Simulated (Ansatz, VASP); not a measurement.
# Two plane-wave programs on KNaICl

```
K Na I Cl
1.0
     4.16210    0.00000    0.00000
     0.00000    4.16210    0.00000
     0.00000    0.00000    6.97583
K Na I Cl
1 1 1 1
Cartesian
  2.0811 2.0811 3.4879
  0.0000 0.0000 0.0000
  2.0811 2.0811 0.0000
  0.0000 0.0000 3.4879
```

Change from the starting cell: strain +e along x and -e along y +0.0000, strain +e along z and -e/2 along x and y +0.0733.

Alike in both runs: task single point; functional LDA; k mesh 6 × 6 × 4; occupations gaussian, width 0.05 eV; no spin polarisation.

```csv
,VASP,Ansatz
version,VASP 6.6.1,Ansatz 0.2.0
potentials or method,"VASP PAW LDA potentials, release 64 (K_sv, Na_pv, I, Cl)","scalar-relativistic, plane waves, PAW"
plane-wave cutoff (eV),520,520
valence electrons in the cell,30,42
```

```tsv
	VASP	Ansatz	Ansatz less VASP
gap on the k mesh at the Fermi level (eV)	3.99	3.98	-0.007
least direct gap on the mesh (eV)	4.08	4.08	-0.007
pressure (GPa)	1.2	1.1	-0.07
largest component of the traceless stress (GPa)	2.82	2.76	-0.062
```

The two sets of potentials don't hold the same shells in valence.

Caveats: spin-orbit coupling is left out, which moves the levels of the heavy elements. A k mesh can miss the band edges.
